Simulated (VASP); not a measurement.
Data:

```
CELL_PARAMETERS angstrom
      0.00000     2.65172     2.65172
      2.65172     0.00000     2.65172
      2.65172     2.65172     0.00000
ATOMIC_POSITIONS crystal
  Si 0.00000 0.00000 0.00000
  Si 0.25000 0.25000 0.25000
```

Level of theory: PBE GGA, VASP's PBE PAW potentials (set 64) (plane waves; VASP). Numerical set-up: 500 eV cut-off, 9×9×9 Γ-centred mesh, Gaussian smearing of 0.050 eV, potentials Si.

Problem. Predict the energy per atom (σ→0), pressure.

Solution. 
```yaml
energy per atom (σ→0): -5372 meV/atom
pressure: 9.96 GPa
```

Total energies compare only between runs with the same potentials, cut-off and functional.

The compound is Si in the diamond structure. It was relaxed first under an external pressure of 10 GPa.
